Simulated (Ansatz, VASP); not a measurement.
# Sc: VASP beside Ansatz, part 2 of 2

Aim: how closely do two programs agree when they are given the same cell, functional and k mesh? The cell is taken from a series of runs on this material, whose earlier steps may have relaxed, scaled, displaced or heated it; both programs get it as it stands.

VASP 6.6.1 and Ansatz 0.2.0.

So far: Starting point; VASP: zone-centre phonons, LDA, pair 1; Ansatz: zone-centre phonons, LDA, pair 1; Comparison.

## Step 5: VASP: zone-centre phonons, LDA, pair 2

Level of this step: LDA; plane waves and PAW (Sc_sv) (VASP).

Second derivatives magnify differences that forces hide, and they need a tight electronic threshold. The cell compared in this pair holds 43.80 Å³, against 43.23 Å³ for the pair before.

Contents of INCAR:

```
SYSTEM = Sc
PREC = Accurate
ENCUT = 500
EDIFF = 1E-08
NELM = 120
ISMEAR = 1
SIGMA = 0.2
LREAL = .FALSE.
ALGO = Normal
GGA = CA
NBANDS = 17
LASPH = .TRUE.
LORBIT = 11
LWAVE = .FALSE.
LCHARG = .FALSE.
ISIF = 2
IBRION = 8
GGA_COMPAT = .FALSE.
KPAR = 2
```

Contents of POSCAR:

```
Sc
1.0
    3.1658399086      0.0000000000      0.0000000000
   -1.5829199543      2.7416977852      0.0000000000
    0.0000000000      0.0000000000      5.0459150810
Sc
2
Direct
    0.3333333333      0.6666666667      0.2500000000
    0.6666666667      0.3333333333      0.7500000000
```

Contents of KPOINTS:

```
Automatic mesh
0
Gamma
15 15 8
0 0 0
```

PAW data sets: Sc_sv (LDA family, release 64).

Command:

```sh
$ mpirun -np 2 vasp_std
```

Numbers of over 12 decimals in the logs are rounded to 6 here.

The log of the run:

```text
[... set-up lines as in an earlier step ...]
 entering main loop
       N       E                     dE             d eps       ncg     rms          rms(c)
DAV:   1     0.352948081122E+03    0.35295E+03   -0.10842E+04  4646   0.140E+03
DAV:   2     0.551083096659E+01   -0.34744E+03   -0.34141E+03  5944   0.584E+02
DAV:   3    -0.144003285891E+02   -0.19911E+02   -0.19329E+02  7702   0.173E+02
DAV:   4    -0.146763180244E+02   -0.27599E+00   -0.27251E+00  6688   0.194E+01
[...]
DAV:  12    -0.134323354487E+02    0.91131E-09   -0.12383E-07  7157   0.387E-03    0.676E-04
DAV:  13    -0.134323354330E+02    0.15686E-07   -0.11051E-08  4428   0.106E-03    0.966E-05
DAV:  14    -0.134323354325E+02    0.44020E-09   -0.14864E-09  3726   0.895E-04
   1 F= -.13432335E+02 E0= -.13431268E+02  d E =-.320379E-02
 Linear response reoptimize wavefunctions to high precision
DAV:   1    -0.134323354327E+02   -0.14688E-09   -0.55103E-10  3856   0.477E-04
DAV:   2    -0.134323354327E+02   -0.22283E-10   -0.26908E-10  3490   0.386E-04
 Linear response DOF=           2
 Linear response progress:
[...]
RMM:  23    -0.718983167440E+00    0.25815E-09   -0.48020E-07 47528   0.763E-03    0.313E-06
RMM:  24    -0.718983167066E+00    0.37407E-09   -0.46609E-07 47955   0.763E-03    0.351E-06
RMM:  25    -0.718983166783E+00    0.28234E-09   -0.44322E-07 48318   0.763E-03    0.362E-06
 first order change of Fermi-energy   0.10988E-04
 force on displaced ion       1 direction 1 :  -1.419  -0.001   0.000
 Linear response progress:
  Degree of freedom:   2/  2
       N       E                     dE             d eps       ncg     rms          rms(c)
RMM:   1    -0.794407934299E+00   -0.79441E+00   -0.10167E+02  6611   0.297E+02
RMM:   2    -0.795667377465E+00   -0.12594E-02   -0.20916E-01 10594   0.549E+00    0.138E-01
RMM:   3    -0.798093411570E+00   -0.24260E-02   -0.79838E-03 11117   0.105E+00    0.467E-02
RMM:   4    -0.797239054275E+00    0.85436E-03   -0.14849E-03 13267   0.312E-01    0.191E-02
[...]
RMM:  25    -0.796980632432E+00    0.13985E-07   -0.28023E-07 16340   0.711E-03    0.675E-07
RMM:  26    -0.796980622304E+00    0.10128E-07   -0.12850E-07 16238   0.711E-03    0.725E-07
RMM:  27    -0.796980614890E+00    0.74137E-08   -0.29560E-08 16583   0.711E-03    0.655E-07
 first order change of Fermi-energy   0.20226E-05
 force on displaced ion       1 direction 3 :   0.000   0.000  -4.400
 Linear response finished
```

From OUTCAR (step 5):

```text
  Total        0.7838177      0.7838177      0.0286512      0.0000000      0.0000000      0.0000000
  in kB       28.6732676     28.6732676      1.0481049      0.0000000      0.0000000      0.0000000
  external PRESSURE =      19.4648800 kB  Pullay stress =       0.0000000 kB

 POSITION                                       TOTAL-FORCE (eV/Angst)
 -----------------------------------------------------------------------------------
     -0.00000      1.82780      1.26148         0.000000      0.000000      0.000000
      1.58292      0.91390      3.78444        -0.000000     -0.000000      0.000000
 -----------------------------------------------------------------------------------
    total drift:                               -0.000000      0.000000     -0.000000

[... 1 part as in an earlier step ...]

[... 1 further part left out ...]
```

## Step 6: Ansatz: zone-centre phonons, LDA, pair 2

The same cell, functional (in two slightly different forms), mesh and smearing now go to Ansatz, which takes its cutoff from its data sets.

The cell is taken from a series of runs on this material, whose earlier steps may have relaxed, scaled, displaced or heated it; both programs get it as it stands.

Contents of input.yaml:

```yaml
crystal:
  lattice:
    - [3.1658399086, 0.0, 0.0]
    - [-1.5829199543, 2.7416977852, 0.0]
    - [0.0, 0.0, 5.045915081]
  atoms:
    - { symbol: Sc, position: [0.3333333333, 0.6666666667, 0.25] }
    - { symbol: Sc, position: [0.6666666667, 0.3333333333, 0.75] }
kpoints:
  mp_grid: { grid: [15, 15, 8] }
hamiltonian:
  xc: lda
  pseudopotentials: { kind: paw, azcp: { folder: soft_1 }, xc_functional: pbe }
scf:
  occupations: { method: methfessel_paxton, width: 0.2 }
output:
  eigenvalues: true
phonons:
  method: dfpt
```

Command:

```sh
$ ansatz run input.yaml --threads 4 --pin off --max-ram 10240MiB --backend cpu --events-out ev --progress --plain --runs-dir out
```

The log of the run:

```text
[...]
Crystal: 2 atoms, lattice volume = 43.797 Å³
Basis set: ecut = 420 eV, 845 PW (Γ), exchange–correlation on 48×48×72 points (8 copies of the dense FFT grid, shifted against one another)
Bands: 15, of which v1, the nominal top of the filled ones, is band 11 counted from 1 (10 counted from 0)
Symmetry: 24 space group operations
k-points: 320 of 1800 (irreducible under 4 space group operations, time reversal used)
[...]
k-point 1: bands = [... 7 lower, -16.9851, 5.0820, 8.2881, 10.9772, 11.8954, 11.8954, 12.0058, 12.3663]
  k-point 2: bands = [... 7 lower, -16.9966, 5.4161, 7.9143, 10.8710, 11.7911, 11.8226, 11.8226, 12.2040]
  k-point 319: bands = [... 7 lower, -17.0793, 8.8364, 8.8364, 10.4125, 10.4125, 11.0408, 11.0408, 12.6807]
[...]
ASR residual: 6.547e-6 → 0.000e0 eV/Å²; symmetrization residual: 2.525e-13 eV/Å²
  ASR residual per site (eV/Å²): 6.55e-6 6.55e-6
  Γ frequencies (cm⁻¹): 0.00 0.00 0.00 130.77 130.77 229.07
[...]
[key lines of the parts left out:]
SCF converged after 8 iterations
Free energy (F): -4178.012796 eV
Fermi energy:    10.247667 eV
```

## Step 7: Differences

The two programs side by side:

```
                  quantity  Ansatz   VASP  difference
optical mode 1 to 2 (cm⁻¹)   130.8  131.0     -0.21 %
     optical mode 3 (cm⁻¹)   229.1  230.7     -0.71 %
```

Modes are paired by rising frequency, not by their patterns, so a pair may set unlike modes beside each other; they are those without the splitting of longitudinal modes.

## Step 8: Results

| Quantity | Value |
| --- | --- |
| r.m.s. difference of the optical zone-centre modes, each program's sorted by frequency (zone-centre phonons, LDA, pair 1) | 1.1 cm⁻¹ |
| difference in optical mode 1 to 2 (zone-centre phonons, LDA, pair 1) | -0.7 % |
| r.m.s. difference of the optical zone-centre modes, each program's sorted by frequency (zone-centre phonons, LDA, pair 2) | 0.98 cm⁻¹ |
| difference in optical mode 3 (zone-centre phonons, LDA, pair 2) | -0.7 % |

What this shows: The r.m.s. difference of the optical zone-centre modes, each program's sorted by frequency is 1.1 cm⁻¹ (zone-centre phonons, LDA, pair 1). Among the rows given in per cent, the largest difference of the zone-centre phonons, LDA, pair 1 pair is in optical mode 1 to 2, -0.7 %. Among the rows given in per cent, the largest difference of the zone-centre phonons, LDA, pair 2 pair is in optical mode 3, -0.7 %. Such differences can come from data sets, numerical settings and the points named under the comparisons, not from the functional's error against experiment.

[Lines on the potential files, build, host, timing and source positions are cut from VASP's logs without a mark.]

[Logs are printed without paths, hosts, clocks, repeated set-up lines and the standing remarks that a program may print on its own settings, such as how far it seeks lower states.]

[Hosts, paths, dates, database ids (printed as entryN), source tags and the programs' standing remarks are cut or masked in the printed files.]
